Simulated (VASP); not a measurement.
Data:

```
CELL_PARAMETERS angstrom
      3.81561     0.00000     0.00000
      0.00000     3.81561     0.00000
      0.00000     0.00000     3.81561
ATOMIC_POSITIONS crystal
  Al 0.00000 0.00000 0.00000
  Pd 0.00000 0.50000 0.50000
  Pd 0.50000 0.00000 0.50000
  Pd 0.50000 0.50000 0.00000
```

All values below come from LDA (Ceperley-Alder, Perdew-Zunger), VASP's LDA PAW potentials (set 64) (plane waves; VASP 6.6.1). Numerical set-up: 400 eV cut-off, 9×9×9 Γ-centred mesh, tetrahedra with Blöchl corrections, potentials Al Pd.

The cores are frozen, which limits the accuracy of field gradients.

Task: Give the principal components of the electric field gradient (V/Å²) and the asymmetry η at each nucleus.

Result: 
| atom | Vxx | Vyy | Vzz | η |
|---|---|---|---|---|
| Al1 | 0.0 | 0.0 | 0.0 | - |
| Pd2 | 20.3 | 20.3 | -40.7 | 0.00 |
| Pd3 | 20.3 | 20.3 | -40.7 | 0.00 |
| Pd4 | 20.3 | 20.3 | -40.7 | 0.00 |

The structure comes from a computed database's AlPd3 entry (Pm-3m); how it stands against other phases isn't given here. It was relaxed first.
